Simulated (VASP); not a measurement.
Here is the system:

```
PbZrO3
1.0
    4.14416     0.00000     0.00000
    0.00000     4.14416     0.00000
    0.00000     0.00000     4.14416
Zr Pb O
1 1 3
Direct
  0.00000   0.00000   0.00000
  0.50000   0.50000   0.50000
  0.50000   0.00000   0.00000
  0.00000   0.50000   0.00000
  0.00000   0.00000   0.50000
```

Computed with PBEsol GGA, VASP's PBE PAW potentials (set 64) (plane waves; VASP 6.6.1). Settings: 520 eV cut-off, 6×6×6 Γ-centred mesh, tetrahedra with Blöchl corrections, potentials Zr_sv Pb_d O.

Unless said otherwise, spin-orbit coupling is left out, though it shifts the bands of the heavy elements here.

Task: Predict the energy per atom (σ→0), band gap (on the k-mesh) with the smallest direct gap where there is one.

Result: 
```json
{
 "band gap (on the k-mesh)": "2.32 eV",
 "smallest direct gap (on the k-mesh)": "2.35 eV",
 "energy per atom (σ→0)": "-8.219 eV/atom"
}
```

The structure comes from a computed database's ZrPbO3 entry (Pm-3m); how it stands against other phases isn't given here. It was relaxed first.
